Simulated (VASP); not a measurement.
For cubic AlN (zinc blende), PBE GGA, VASP's PBE PAW potentials (set 64) (VASP 6.6.1) gives ε∞ = 4.62, a static ε₀ = 8.60 and a transverse optical mode at 637 cm⁻¹.

Q: Estimate the longitudinal optical frequency at Γ.

A: By the Lyddane-Sachs-Teller relation, ω_LO = ω_TO √(ε₀/ε∞) = 637 × √(8.60/4.62) = 869 cm⁻¹.

The compound is AlN in the zinc blende structure, a metastable form; wurtzite is the usual one. It was relaxed first.
